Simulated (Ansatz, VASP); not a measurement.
# Cross-check of BAs between VASP and Ansatz, part 2 of 2

Wanted: the spread between two codes on one cell, functional and k mesh. The cell is taken from a series of runs on this material, whose earlier steps may have relaxed, scaled, displaced or heated it; both programs get it as it stands.

VASP 6.6.1 and Ansatz 0.2.0.

So far. Step 2 (VASP: single point, r2SCAN, spin-orbit coupling, pair 1): The run ends at a pressure of 0.35 GPa. Step 3 (Ansatz: single point, r2SCAN, spin-orbit coupling, pair …): The run ends at a pressure of 0.00 GPa.

## 5. VASP: single point, r2SCAN, spin-orbit coupling, pair 2

Level of this step: r2SCAN, spin-orbit coupling; plane waves and PAW (B, As) (VASP).

With cell and atoms fixed, the geometry can't cause a difference; cores, projectors, grids and the points listed under the comparison can. The cell compared in this pair holds 26.51 Å³, against 27.35 Å³ for the pair before.

INCAR reads:

```
SYSTEM = BAs
PREC = Accurate
ENCUT = 550
EDIFF = 1E-06
NELM = 200
ISMEAR = 0
SIGMA = 0.02
LREAL = .FALSE.
ALGO = Normal
METAGGA = R2SCAN
LASPH = .TRUE.
LNONCOLLINEAR = .TRUE.
MAGMOM = 0 0 0 0 0 0
NBANDS = 20
GGA_COMPAT = .FALSE.
LSORBIT = .TRUE.
LORBIT = 11
LWAVE = .FALSE.
LCHARG = .FALSE.
ISIF = 2
EFERMI = MIDGAP
LMIXTAU = .TRUE.
KPAR = 2
```

POSCAR reads:

```
BAs
1.0
    0.0000000000      2.3433895978      2.4133152681
    2.3433895978      0.0000000000      2.4133152681
    2.3433895978      2.3433895978      0.0000000000
B As
1 1
Direct
    0.0000000000      0.0000000000      0.0000000000
    0.7500000000      0.7500000000      0.7500000000
```

KPOINTS reads:

```
Automatic mesh
0
Gamma
8 8 8
0 0 0
```

PAW data sets: B and As (PBE family, release 64).

The run is started by

```console
> mpirun -np 2 vasp_ncl
```

Numbers of over 12 decimals in the logs are rounded to 6 here.

Output:

```text
[banner, memory and clock lines left out]
running    2 mpi-ranks, on    1 nodes
[...]
[... a notice as in an earlier step ...]

 LDA part: xc-table for (None), standard interpolation
 POSCAR, INCAR and KPOINTS ok, starting setup
[...]
entering main loop
       N       E                     dE             d eps       ncg     rms          rms(c)
DAV:   1     0.769918339089E+01    0.76992E+01   -0.35296E+03  3480   0.766E+02
DAV:   2    -0.224780740233E+02   -0.30177E+02   -0.27687E+02  4700   0.140E+02
DAV:   3    -0.238599444814E+02   -0.13819E+01   -0.13647E+01  4232   0.258E+01
DAV:   4    -0.238657387811E+02   -0.57943E-02   -0.57910E-02  4188   0.187E+00
[...]
DAV:  14    -0.222390894858E+02   -0.28349E-04   -0.19887E-05  3700   0.412E-02    0.450E-03
DAV:  15    -0.222390919581E+02   -0.24722E-05   -0.28708E-06  3772   0.189E-02    0.366E-03
DAV:  16    -0.222390920989E+02   -0.14079E-06   -0.15816E-07  2620   0.446E-03
   1 F= -.22239092E+02 E0= -.22239092E+02  d E =0.000000E+00  mag=    -0.0000     0.0000     0.0000
```

From OUTCAR (step 5):

```text
  Total        1.2361655      1.2361655      0.0731955      0.0000000      0.0000000     -0.0000000
  in kB       74.7229731     74.7229731      4.4244766      0.0000000      0.0000000     -0.0000000
  external PRESSURE =      51.2901409 kB  Pullay stress =       0.0000000 kB

 POSITION                                       TOTAL-FORCE (eV/Angst)
 -----------------------------------------------------------------------------------
      0.00000      0.00000      0.00000         0.000000      0.000000     -0.000000
      3.51508      3.51508      3.61997        -0.000000     -0.000000      0.000000
 -----------------------------------------------------------------------------------
    total drift:                                0.000000      0.000000      0.000000

  FREE ENERGIE OF THE ION-ELECTRON SYSTEM (eV)
  ---------------------------------------------------
  free  energy   TOTEN  =       -22.2390920989 eV

  energy  without entropy=      -22.2390920989  energy(sigma->0) =      -22.23909210

 magnetization (x)
# of ion       s       p       d       tot
------------------------------------------
    1        0.000   0.000   0.000   0.000
    2        0.000   0.000   0.000   0.000
--------------------------------------------------
tot          0.000   0.000   0.000   0.000

 magnetization (y)
# of ion       s       p       d       tot
------------------------------------------
    1        0.000   0.000   0.000   0.000
    2        0.000  -0.000   0.000  -0.000
--------------------------------------------------
tot          0.000  -0.000   0.000  -0.000

 magnetization (z)
# of ion       s       p       d       tot
------------------------------------------
    1       -0.000   0.000   0.000  -0.000
    2        0.000   0.000  -0.000  -0.000
--------------------------------------------------
tot         -0.000   0.000  -0.000  -0.000

[... 3 further parts left out ...]
[key lines of the parts left out:]
E-fermi :   7.0354
```

The run ends at a pressure of 5.13 GPa.

## 6. Ansatz: single point, r2SCAN, spin-orbit coupling, pair 2

The same cell, functional, mesh and smearing now go to Ansatz, which takes its cutoff from its data sets.

The cell is taken from a series of runs on this material, whose earlier steps may have relaxed, scaled, displaced or heated it; both programs get it as it stands.

input.yaml reads:

```yaml
crystal:
  lattice:
    - [0.0, 2.3433895978, 2.4133152681]
    - [2.3433895978, 0.0, 2.4133152681]
    - [2.3433895978, 2.3433895978, 0.0]
  atoms:
    - { symbol: B, position: [0.0, 0.0, 0.0] }
    - { symbol: As, position: [0.75, 0.75, 0.75] }
kpoints:
  mp_grid: { grid: [8, 8, 8] }
hamiltonian:
  xc: r2scan
  pseudopotentials: { kind: paw_fr, azcp: { folder: soft_1 } }
scf:
  occupations: { method: gaussian, width: 0.02 }
output:
  forces: true
  stress: true
  eigenvalues: true
magnetization:
  noncollinear: true
  spin_orbit: true
```

The run is started by

```console
> ansatz run input.yaml --threads 4 --pin off --max-ram 9216MiB --backend cpu --events-out ev --progress --plain --runs-dir out
```

Output:

```text
[...]
Crystal: 2 atoms, lattice volume = 26.505 Å³
Basis set: ecut = 500 eV, 661 PW (Γ), exchange–correlation on 100×100×100 points (64 copies of the dense FFT grid, shifted against one another)
Bands: 26, of which v1, the nominal top of the filled ones, is band 18 counted from 1 (17 counted from 0)
Symmetry: 8 space group operations + 8 with time reversal
[...]
k-point 1: bands = [... 14 lower, 10.4325, 10.4512, 10.7084, 10.7093, 14.7292, 14.7823, 15.0867, 15.1138, ... 4 higher]
  k-point 2: bands = [... 14 lower, 9.6256, 9.6306, 9.9605, 9.9616, 14.5032, 14.5182, 15.9831, 15.9953, ... 4 higher]
  k-point 58: bands = [... 14 lower, 6.7531, 6.7531, 6.8866, 6.8866, 12.8732, 12.8732, 13.0016, 13.0016, ... 4 higher]
[key lines of the parts left out:]
SCF converged after 8 iterations
Magnetization: |M| = 0.0000 μB,  M = (+0.0000, +0.0000, +0.0000) μB
Free energy (F): -5018.320292 eV
Fermi energy:    11.751411 eV
P = ⅓ Tr σ = 4.6920 GPa (46.920 kbar)
```

The run ends at a pressure of 4.69 GPa.

## 7. Side by side

What differs besides the data sets and the points named for the pairs above, as far as they apply: the data sets hold 18 valence electrons in Ansatz (on its PAW fully relativistic soft_1 files) and 8 in VASP. Total energies have different zeros and are not compared.

Compared:

```tsv
quantity	Ansatz	VASP	difference
pressure (GPa)	4.69	5.13	-0.44
gap on the k mesh (eV)	1.049	1.048	+0.001
```

A gap on the mesh is an upper bound, since the band edges may lie between its points.

## 8. Ansatz: single point, r2SCAN, spin-orbit coupling, pair 3

With cell and atoms fixed, the geometry can't cause a difference; cores, projectors, grids and the points listed under the comparison can. The cell compared in this pair holds 26.72 Å³, against 26.51 Å³ for the pair before.

The cell is taken from a series of runs on this material, whose earlier steps may have relaxed, scaled, displaced or heated it; both programs get it as it stands.

input.yaml, the sections that differ from step 6:

```yaml
crystal:
  lattice:
    - [0.0, 2.3553456672, 2.4077899199]
    - [2.3553456672, 0.0, 2.4077899199]
    - [2.3553456672, 2.3553456672, 0.0]
  atoms:
    - { symbol: B, position: [0.0, 0.0, 0.0] }
    - { symbol: As, position: [0.75, 0.75, 0.75] }
# kpoints, hamiltonian, scf, output, magnetization: as in step 6
```

Output:

```text
[...]
Crystal: 2 atoms, lattice volume = 26.715 Å³
Basis set: ecut = 500 eV, 661 PW (Γ), exchange–correlation on 100×100×100 points (64 copies of the dense FFT grid, shifted against one another)
Bands: 26, of which v1, the nominal top of the filled ones, is band 18 counted from 1 (17 counted from 0)
Symmetry: 8 space group operations + 8 with time reversal
[...]
k-point 1: bands = [... 14 lower, 10.3348, 10.3486, 10.5603, 10.5607, 14.6010, 14.6426, 14.9511, 14.9765, ... 4 higher]
  k-point 2: bands = [... 14 lower, 9.5433, 9.5470, 9.8087, 9.8100, 14.3560, 14.3670, 15.8322, 15.8408, ... 4 higher]
  k-point 58: bands = [... 14 lower, 6.6093, 6.6093, 6.7422, 6.7422, 12.6945, 12.6945, 12.8102, 12.8102, ... 4 higher]
[key lines of the parts left out:]
SCF converged after 8 iterations
Magnetization: |M| = 0.0000 μB,  M = (+0.0000, +0.0000, +0.0000) μB
Free energy (F): -5018.330619 eV
Fermi energy:    11.631557 eV
P = ⅓ Tr σ = 3.4522 GPa (34.522 kbar)
```

The run ends at a pressure of 3.45 GPa.

## 9. VASP: single point, r2SCAN, spin-orbit coupling, pair 3

The same cell, functional, mesh and smearing now go to VASP, with its own data sets.

INCAR is that of step 5.

POSCAR reads:

```
BAs
1.0
    0.0000000000      2.3553456672      2.4077899199
    2.3553456672      0.0000000000      2.4077899199
    2.3553456672      2.3553456672      0.0000000000
B As
1 1
Direct
    0.0000000000      0.0000000000      0.0000000000
    0.7500000000      0.7500000000      0.7500000000
```

KPOINTS is that of step 5.

The run is started by

```console
> mpirun -np 2 vasp_ncl
```

Output:

```text
[... set-up lines as in an earlier step ...]
 entering main loop
       N       E                     dE             d eps       ncg     rms          rms(c)
DAV:   1     0.768067835568E+01    0.76807E+01   -0.34740E+03  3480   0.760E+02
DAV:   2    -0.224728144795E+02   -0.30153E+02   -0.27655E+02  4724   0.139E+02
DAV:   3    -0.238622416781E+02   -0.13894E+01   -0.13730E+01  4312   0.258E+01
DAV:   4    -0.238678725791E+02   -0.56309E-02   -0.56290E-02  4152   0.187E+00
[...]
DAV:  14    -0.222500366228E+02   -0.26164E-04   -0.20621E-05  3680   0.419E-02    0.457E-03
DAV:  15    -0.222500403049E+02   -0.36821E-05   -0.30740E-06  3792   0.195E-02    0.356E-03
DAV:  16    -0.222500405433E+02   -0.23844E-06   -0.17246E-07  2608   0.467E-03
   1 F= -.22250041E+02 E0= -.22250041E+02  d E =0.000000E+00  mag=     0.0000     0.0000    -0.0000
```

Parts of OUTCAR (step 9):

```text
  Total        0.9318023      0.9318023      0.0695109      0.0000000     -0.0000000      0.0000000
  in kB       55.8825800     55.8825800      4.1687446      0.0000000     -0.0000000      0.0000000
  external PRESSURE =      38.6446349 kB  Pullay stress =       0.0000000 kB

 POSITION                                       TOTAL-FORCE (eV/Angst)
 -----------------------------------------------------------------------------------
      0.00000      0.00000      0.00000         0.000000      0.000000      0.000000
      3.53302      3.53302      3.61168        -0.000000     -0.000000     -0.000000
 -----------------------------------------------------------------------------------
    total drift:                                0.000000      0.000000      0.000000

  FREE ENERGIE OF THE ION-ELECTRON SYSTEM (eV)
  ---------------------------------------------------
  free  energy   TOTEN  =       -22.2500405433 eV

  energy  without entropy=      -22.2500405433  energy(sigma->0) =      -22.25004054

 magnetization (x)
# of ion       s       p       d       tot
------------------------------------------
    1       -0.000   0.000   0.000  -0.000
    2        0.000  -0.000   0.000  -0.000
--------------------------------------------------
tot         -0.000  -0.000   0.000  -0.000

 magnetization (y)
# of ion       s       p       d       tot
------------------------------------------
    1        0.000   0.000   0.000   0.000
    2        0.000   0.000   0.000   0.000
--------------------------------------------------
tot          0.000   0.000   0.000   0.000

 magnetization (z)
# of ion       s       p       d       tot
------------------------------------------
    1       -0.000  -0.000   0.000  -0.000
    2       -0.000  -0.000   0.000  -0.000
--------------------------------------------------
tot         -0.000  -0.000   0.000  -0.000

[... 1 part as in an earlier step ...]

[... 2 further parts left out ...]
[key lines of the parts left out:]
E-fermi :   6.9521
```

The run ends at a pressure of 3.86 GPa.

## 10. Differences

What differs besides the data sets and the points named for the pairs above, as far as they apply: the data sets hold 18 valence electrons in Ansatz (on its PAW fully relativistic soft_1 files) and 8 in VASP. Total energies have different zeros and are not compared.

Compared:

```tsv
quantity	Ansatz	VASP	difference
pressure (GPa)	3.45	3.86	-0.41
gap on the k mesh (eV)	1.117	1.116	+0.001
```

A gap on the mesh is an upper bound, since the band edges may lie between its points.

## 11. Outcome

| Quantity | Value |
| --- | --- |
| difference in gap on the k mesh (single point, r2SCAN, spin-orbit coupling, pair 1) | 2.3e-4 eV |
| difference in gap on the k mesh (single point, r2SCAN, spin-orbit coupling, pair 2) | 0.0012 eV |
| difference in gap on the k mesh (single point, r2SCAN, spin-orbit coupling, pair 3) | 0.0010 eV |

What this shows: The difference in gap on the k mesh is 0.0012 eV (single point, r2SCAN, spin-orbit coupling, pair 2), within the 0.08 eV picked in this series as the mark of a large difference. The data sets hold unlike numbers of valence electrons (18 in Ansatz and 8 in VASP), so part of the differences comes from the potentials. 5 further runs of this series are not shown here. Such differences can come from data sets, numerical settings and the points named under the comparisons, not from the functional's error against experiment.

[Lines on the potential files, build, host, timing and source positions are cut from VASP's logs without a mark.]

[Logs are printed without paths, hosts, clocks, repeated set-up lines and the standing remarks that a program may print on its own settings, such as how far it seeks lower states.]

[Hosts, paths, dates, database ids (printed as entryN), source tags and the programs' standing remarks are cut or masked in the printed files.]
